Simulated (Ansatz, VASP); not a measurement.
# Ga12Ge13O44 (amorphous 32Ga2O3-68GeO2 (mol %)) in two plane-wave programs, part 3 of 3

Wanted: the spread between two codes on one cell, functional and k mesh. Of the first pair: The structure shown is the end of the Ansatz relaxation below.

VASP 6.6.1 and Ansatz 0.2.0.

So far. Step 3 (VASP: single point, PBE, relaxed cell, pair 1): The run ends at a pressure of 0.43 GPa, with forces up to 0.097 eV/Å. Step 6 (VASP: single point, PBE, start cell, pair 2): The run ends at a pressure of -0.17 GPa, with forces up to 2.5 eV/Å.

### 7. Comparison

What differs besides the data sets and the points named for the pairs above, as far as they apply: fixed occupations in Ansatz, narrow Gaussian smearing in VASP. Total energies have different zeros and are not compared.

Forces on 10 of the 69 atoms, those with the largest forces and the largest differences (eV/Å; atoms numbered as in POSCAR):

| atom | Ansatz x, y, z | VASP x, y, z |
| --- | --- | --- |
| Ge14 | 0.842, -0.362, 1.971 | 0.851, -0.378, 1.952 |
| Ge15 | 0.069, -1.477, -0.347 | 0.077, -1.428, -0.254 |
| O32 | -0.862, -2.165, -0.710 | -0.827, -2.089, -0.698 |
| O35 | -0.766, 1.695, 1.140 | -0.767, 1.652, 1.121 |
| O36 | -1.801, -0.322, 0.568 | -1.718, -0.311, 0.515 |
| O47 | 0.437, -0.781, 1.582 | 0.415, -0.723, 1.515 |
| O53 | -1.843, -0.700, 0.960 | -1.816, -0.697, 0.958 |
| O55 | -2.113, 1.474, 0.052 | -2.073, 1.427, 0.022 |
| O56 | 1.967, 0.444, 1.627 | 1.919, 0.428, 1.555 |
| O62 | -0.622, 0.148, -2.247 | -0.603, 0.131, -2.208 |

The forces differ by 30 meV/Å r.m.s., which is 3.4 % of the r.m.s. force of 0.856 eV/Å (both taken over all components).

### 8. Ansatz: relaxation, PBE

This run makes the geometry at which the two programs are then compared.

The structure compared here is the end of the Ansatz relaxation.

Contents of input.yaml:

```yaml
crystal:
  lattice:
    - [9.77983, 0.0, 0.0]
    - [0.0, 9.77983, 0.0]
    - [0.0, 0.0, 9.77983]
  atoms:
    - { symbol: Ga, position: [0.86996, 0.88951, 0.54555] }
    - { symbol: Ga, position: [0.32419, 0.61134, 0.74796] }
    - { symbol: Ga, position: [0.65876, 0.11954, 0.68941] }
    - { symbol: Ga, position: [0.5854, 0.40092, 0.80407] }
    - { symbol: Ga, position: [0.03502, 0.78679, 0.86018] }
    - { symbol: Ga, position: [0.9844, 0.59596, 0.61079] }
    - { symbol: Ga, position: [0.0813, 0.0844, 0.66809] }
    - { symbol: Ga, position: [0.31767, 0.23195, 0.80763] }
    - { symbol: Ga, position: [0.00676, 0.10558, 0.37427] }
    - { symbol: Ga, position: [0.93214, 0.35515, 0.8069] }
    - { symbol: Ga, position: [0.78587, 0.32337, 0.13866] }
    - { symbol: Ga, position: [0.79902, 0.29048, 0.49573] }
    - { symbol: Ge, position: [0.61468, 0.54137, 0.53178] }
    - { symbol: Ge, position: [0.32153, 0.57681, 0.33261] }
    - { symbol: Ge, position: [0.63266, 0.7687, 0.73752] }
    - { symbol: Ge, position: [0.83148, 0.60457, 0.29649] }
    - { symbol: Ge, position: [0.33418, 0.9047, 0.86933] }
    - { symbol: Ge, position: [0.18846, 0.37216, 0.55493] }
    - { symbol: Ge, position: [0.26313, 0.86395, 0.48545] }
    - { symbol: Ge, position: [0.75892, 0.92011, 0.21543] }
    - { symbol: Ge, position: [0.50498, 0.08925, 0.37987] }
    - { symbol: Ge, position: [0.84424, 0.59837, 0.96638] }
    - { symbol: Ge, position: [0.42272, 0.3933, 0.06321] }
    - { symbol: Ge, position: [0.27534, 0.11775, 0.13939] }
    - { symbol: Ge, position: [0.89281, 0.09421, 0.94363] }
    - { symbol: O, position: [0.5876, 0.33981, 0.09972] }
    - { symbol: O, position: [0.94993, 0.64546, 0.41822] }
    - { symbol: O, position: [0.94754, 0.73813, 0.02352] }
    - { symbol: O, position: [0.66355, 0.39257, 0.62596] }
    - { symbol: O, position: [0.46702, 0.55984, 0.4373] }
    - { symbol: O, position: [0.39531, 0.97982, 0.46376] }
    - { symbol: O, position: [0.1247, 0.2163, 0.50408] }
    - { symbol: O, position: [0.69956, 0.92734, 0.67307] }
    - { symbol: O, position: [0.2724, 0.03558, 0.76259] }
    - { symbol: O, position: [0.16996, 0.5261, 0.65178] }
    - { symbol: O, position: [0.12406, 0.09056, 0.21751] }
    - { symbol: O, position: [0.85712, 0.24466, 0.31231] }
    - { symbol: O, position: [0.00423, 0.99336, 0.85232] }
    - { symbol: O, position: [0.75126, 0.44499, 0.89946] }
    - { symbol: O, position: [0.32009, 0.98834, 0.02651] }
    - { symbol: O, position: [0.4134, 0.45884, 0.89605] }
    - { symbol: O, position: [0.61196, 0.99753, 0.27356] }
    - { symbol: O, position: [0.49392, 0.84718, 0.82682] }
    - { symbol: O, position: [0.73591, 0.70713, 0.86799] }
    - { symbol: O, position: [0.80458, 0.17783, 0.81033] }
    - { symbol: O, position: [0.20947, 0.45831, 0.40054] }
    - { symbol: O, position: [0.30523, 0.76914, 0.62489] }
    - { symbol: O, position: [0.10672, 0.25818, 0.77597] }
    - { symbol: O, position: [0.71378, 0.69075, 0.57286] }
    - { symbol: O, position: [0.52241, 0.2063, 0.80937] }
    - { symbol: O, position: [0.36776, 0.51359, 0.17487] }
    - { symbol: O, position: [0.72911, 0.48852, 0.39044] }
    - { symbol: O, position: [0.52919, 0.60293, 0.70412] }
    - { symbol: O, position: [0.22968, 0.75962, 0.8763] }
    - { symbol: O, position: [0.10985, 0.94804, 0.5118] }
    - { symbol: O, position: [0.87244, 0.94684, 0.35118] }
    - { symbol: O, position: [0.80422, 0.00958, 0.06861] }
    - { symbol: O, position: [0.89058, 0.10529, 0.56919] }
    - { symbol: O, position: [0.30744, 0.25712, 0.02618] }
    - { symbol: O, position: [0.9321, 0.40198, 0.60128] }
    - { symbol: O, position: [0.9692, 0.77924, 0.67691] }
    - { symbol: O, position: [0.26978, 0.74405, 0.35434] }
    - { symbol: O, position: [0.84613, 0.51753, 0.13896] }
    - { symbol: O, position: [0.39324, 0.16704, 0.26538] }
    - { symbol: O, position: [0.9288, 0.25212, 0.01538] }
    - { symbol: O, position: [0.73933, 0.7447, 0.23881] }
    - { symbol: O, position: [0.97116, 0.5533, 0.84066] }
    - { symbol: O, position: [0.34059, 0.33059, 0.6381] }
    - { symbol: O, position: [0.61731, 0.16202, 0.49572] }
kpoints:
  mp_grid: { grid: [1, 1, 1] }
hamiltonian:
  xc: pbe
  pseudopotentials: { kind: paw, azcp: { folder: soft_1 } }
scf:
  occupations: { method: fixed }
output:
  forces: true
relax:
  f_tol: 0.05
  max_steps: 120
```

On the command line:

```
> ansatz run input.yaml --threads 4 --pin off --max-ram 8192MiB --backend cpu --events-out ev --progress --plain --runs-dir out
```

Numbers of over 12 decimals in the logs are rounded to 6 here.

Output:

```text
[...]
Crystal: 69 atoms, lattice volume = 935.393 Å³
Basis set: ecut = 420 eV, 18325 PW (Γ), exchange–correlation on 144×144×144 points (8 copies of the dense FFT grid, shifted against one another)
Bands: 370, of which v1, the nominal top of the filled ones, is band 301 counted from 1 (300 counted from 0)
Symmetry: 1 space group operations
[...]
k-points: 1
[...]
- { symbol: O, position: [0.947838, 0.622693, 0.416916] }
    - { symbol: O, position: [0.958563, 0.714500, 0.00851858] }
    - { symbol: O, position: [0.613799, 0.390171, 0.616436] }
    - { symbol: O, position: [0.459364, 0.624269, 0.447389] }
    - { symbol: O, position: [0.455529, 0.930132, 0.452078] }
    - { symbol: O, position: [0.123542, 0.240854, 0.505420] }
    - { symbol: O, position: [0.705391, 0.911299, 0.663690] }
[...]
- { symbol: O, position: [0.719718, 0.741360, 0.245118] }
    - { symbol: O, position: [0.961219, 0.537343, 0.813795] }
    - { symbol: O, position: [0.341527, 0.354620, 0.656617] }
    - { symbol: O, position: [0.630871, 0.149787, 0.507870] }
```

### 9. VASP: single point, PBE, relaxed cell, pair 3

The same cell, functional and mesh now go to VASP, with its own data sets.

Contents of INCAR:

```
SYSTEM = Ga12Ge13O44
PREC = Accurate
ENCUT = 520
EDIFF = 1E-06
NELM = 120
ISMEAR = 0
SIGMA = 0.01
LREAL = Auto
ALGO = Normal
GGA = PE
NBANDS = 352
LORBIT = 11
LWAVE = .FALSE.
LCHARG = .FALSE.
ISIF = 2
LASPH = .TRUE.
GGA_COMPAT = .FALSE.
EFERMI = MIDGAP
NCORE = 2
```

Contents of POSCAR:

```
Ga12Ge13O44
1.0
    9.7798300000      0.0000000000      0.0000000000
    0.0000000000      9.7798300000      0.0000000000
    0.0000000000      0.0000000000      9.7798300000
Ga Ge O
12 13 44
Direct
    0.8790200000      0.9054100000      0.5642800000
    0.2951700000      0.6512300000      0.7063200000
    0.6303300000      0.0809800000      0.7128000000
    0.5904700000      0.3752100000      0.8052900000
    0.0333100000      0.7966800000      0.8585700000
    0.9446300000      0.5846200000      0.6114800000
    0.1029600000      0.1114400000      0.6636800000
    0.3137900000      0.2581700000      0.8219600000
    0.0194700000      0.1141600000      0.3796800000
    0.9190100000      0.3413000000      0.7968200000
    0.7921800000      0.3126200000      0.1520900000
    0.7643100000      0.3070700000      0.4852700000
    0.5939500000      0.5538200000      0.5421700000
    0.3379100000      0.5905700000      0.3175900000
    0.6219200000      0.7613000000      0.7523200000
    0.8156300000      0.5973700000      0.3011000000
    0.3313900000      0.9248600000      0.8676800000
    0.2126500000      0.3913000000      0.5377400000
    0.2820600000      0.8701600000      0.4577700000
    0.7738200000      0.9136900000      0.2267700000
    0.5269200000      0.0730900000      0.3727800000
    0.8377700000      0.5901000000      0.9481500000
    0.4505900000      0.3861200000      0.0803200000
    0.2760700000      0.1134600000      0.1521700000
    0.8894800000      0.0793200000      0.9473700000
    0.6000500000      0.3098600000      0.1408300000
    0.9478400000      0.6226900000      0.4169200000
    0.9585600000      0.7145000000      0.0085200000
    0.6138000000      0.3901700000      0.6164400000
    0.4593600000      0.6242700000      0.4473900000
    0.4555300000      0.9301300000      0.4520800000
    0.1235400000      0.2408500000      0.5054200000
    0.7053900000      0.9113000000      0.6636900000
    0.2744600000      0.0679900000      0.7651900000
    0.1540100000      0.5495100000      0.6181500000
    0.1082300000      0.1016900000      0.2072900000
    0.8577000000      0.2465700000      0.3254100000
    0.0214100000      0.9889900000      0.8592200000
    0.7521000000      0.4197200000      0.8967000000
    0.3258700000      0.9736600000      0.0446800000
    0.4376300000      0.4338300000      0.9039800000
    0.6320000000      0.0248700000      0.2355700000
    0.5067100000      0.8999900000      0.8206000000
    0.6971900000      0.7029100000      0.9058300000
    0.7916500000      0.1537200000      0.8073500000
    0.2487800000      0.4417500000      0.3663800000
    0.2868200000      0.8152600000      0.6254400000
    0.0967300000      0.2609100000      0.7920000000
    0.7238100000      0.6618400000      0.6128400000
    0.5173300000      0.1964700000      0.8095900000
    0.4031900000      0.5443400000      0.1560800000
    0.6961000000      0.4826400000      0.3897400000
    0.4897500000      0.6283200000      0.7103500000
    0.2322200000      0.7639300000      0.8685000000
    0.1486700000      0.9880300000      0.4773900000
    0.8899500000      0.9394200000      0.3650000000
    0.8202300000      0.9546700000      0.0573600000
    0.9317100000      0.0864900000      0.5758000000
    0.3110000000      0.2611500000      0.0411200000
    0.8896300000      0.3886700000      0.6065300000
    0.9713800000      0.7741500000      0.6703700000
    0.2534200000      0.7512500000      0.3189000000
    0.8377700000      0.5060200000      0.1391500000
    0.3879000000      0.1600700000      0.2919000000
    0.9176400000      0.2386200000      0.0287600000
    0.7197200000      0.7413600000      0.2451200000
    0.9612200000      0.5373400000      0.8137900000
    0.3415300000      0.3546200000      0.6566200000
    0.6308700000      0.1497900000      0.5078700000
```

Contents of KPOINTS:

```
Automatic mesh
0
Gamma
1 1 1
0 0 0
```

The projector-augmented-wave data sets are Ga_d, Ge_d and O (PBE family, release 64).

On the command line:

```
> mpirun -np 8 vasp_gam
```

Output:

```text
[... set-up lines as in an earlier step ...]
 entering main loop
       N       E                     dE             d eps       ncg     rms          rms(c)
DAV:   1     0.185100855410E+05    0.18510E+05   -0.20833E+05   840   0.428E+03
DAV:   2     0.456693933878E+04   -0.13943E+05   -0.13008E+05   704   0.121E+03
DAV:   3     0.307423822257E+03   -0.42595E+04   -0.40176E+04   864   0.413E+02
DAV:   4    -0.415704453914E+03   -0.72313E+03   -0.70276E+03   832   0.182E+02
[...]
DAV:  17    -0.418961360584E+03   -0.13819E-04   -0.18882E-04   992   0.474E-02    0.722E-03
DAV:  18    -0.418961361349E+03   -0.76431E-06   -0.27235E-05   928   0.303E-02    0.509E-03
DAV:  19    -0.418961361204E+03    0.14419E-06   -0.87898E-06   664   0.153E-02
   1 F= -.41896136E+03 E0= -.41896136E+03  d E =0.000000E+00
```

OUTCAR, selected parts (step 9):

```text
 POSITION                                       TOTAL-FORCE (eV/Angst)
 -----------------------------------------------------------------------------------
      8.59667      8.85476      5.51856        -0.000975     -0.020543      0.007114
      2.88671      6.36892      6.90769         0.017919     -0.029395      0.026674
      6.16452      0.79197      6.97106        -0.015590     -0.037497     -0.018702
      5.77470      3.66949      7.87560        -0.016051      0.030328      0.011755
      0.32577      7.79139      8.39667         0.014032      0.003433     -0.013614
      9.23832      5.71748      5.98017        -0.009016      0.009018     -0.009786
      1.00693      1.08986      6.49068         0.002684     -0.053542      0.007492
      3.06881      2.52486      8.03863        -0.012803      0.019103      0.022651
      0.19041      1.11647      3.71321        -0.005552      0.017366     -0.022997
      8.98776      3.33786      7.79276         0.017632     -0.062695      0.021565
      7.74739      3.05737      1.48741        -0.023893     -0.013090     -0.003724
      7.47482      3.00309      4.74586         0.004633     -0.041870      0.003792
      5.80873      5.41627      5.30233        -0.051360      0.014077     -0.025610
      3.30470      5.77567      3.10598         0.021922      0.009733      0.001491
[...]
-----------------------------------------------------------------------------------
    total drift:                               -0.007039      0.002778      0.027193

  FREE ENERGIE OF THE ION-ELECTRON SYSTEM (eV)
  ---------------------------------------------------
  free  energy   TOTEN  =      -418.9613612045 eV

  energy  without entropy=     -418.9613612045  energy(sigma->0) =     -418.96136120

[... 2 parts as in an earlier step ...]
```

The run ends at a pressure of -1.70 GPa, with forces up to 0.097 eV/Å.

### 10. Comparison

Compared:

| quantity | Ansatz | VASP | difference |
| --- | --- | --- | --- |
| gap on the k mesh (eV) | 1.486 | 1.454 | +0.032 |

Forces on 7 of the 69 atoms, those with the largest forces and the largest differences (eV/Å; atoms numbered as in POSCAR):

| atom | Ansatz x, y, z | VASP x, y, z |
| --- | --- | --- |
| Ga10 | 0.006, -0.011, -0.002 | 0.018, -0.063, 0.022 |
| O28 | -0.002, -0.008, 0.008 | -0.020, -0.023, 0.055 |
| O32 | 0.006, 0.004, 0.003 | 0.047, 0.085, -0.002 |
| O34 | 0.009, -0.006, 0.001 | 0.030, -0.055, 0.022 |
| O47 | -0.002, 0.009, 0.001 | -0.005, 0.044, -0.058 |
| O58 | -0.002, -0.004, 0.006 | -0.052, 0.033, 0.012 |
| O68 | 0.007, 0.004, 0.002 | -0.007, 0.038, -0.055 |

The forces differ by 24 meV/Å r.m.s., where the r.m.s. force is 0.007 eV/Å in Ansatz and 0.026 eV/Å in VASP: the atoms lie near their places of rest in Ansatz, so a percentage would say little (all taken over all components). A gap on the mesh is an upper bound, since the band edges may lie between its points.

### 11. Results

```json
{
 "r.m.s. force difference (single point, PBE, relaxed cell, pair 1)": "24 meV/Å",
 "r.m.s. force difference (single point, PBE, start cell, pair 2)": "3.4 % of the r.m.s. force",
 "r.m.s. force difference (single point, PBE, relaxed cell, pair 3)": "24 meV/Å"
}
```

**Reading.** The r.m.s. force difference is 24 meV/Å (single point, PBE, relaxed cell, pair 3), beyond the 12 meV/Å picked in this series as the mark of a large difference. What causes the difference of the single point, PBE, relaxed cell, pair 1 pair stays open here. What causes the difference of the single point, PBE, start cell, pair 2 pair stays open here. What causes the difference of the single point, PBE, relaxed cell, pair 3 pair stays open here. 1 further run of this series is not shown here. How closely two codes agree says nothing of how well the functional describes the real material.

[Lines on the potential files, build, host, timing and source positions are cut from VASP's logs without a mark.]

[Logs are printed without paths, hosts, clocks, repeated set-up lines and the standing remarks that a program may print on its own settings, such as how far it seeks lower states.]

[Hosts, paths, dates, database ids (printed as entryN), source tags and the programs' standing remarks are cut or masked in the printed files.]
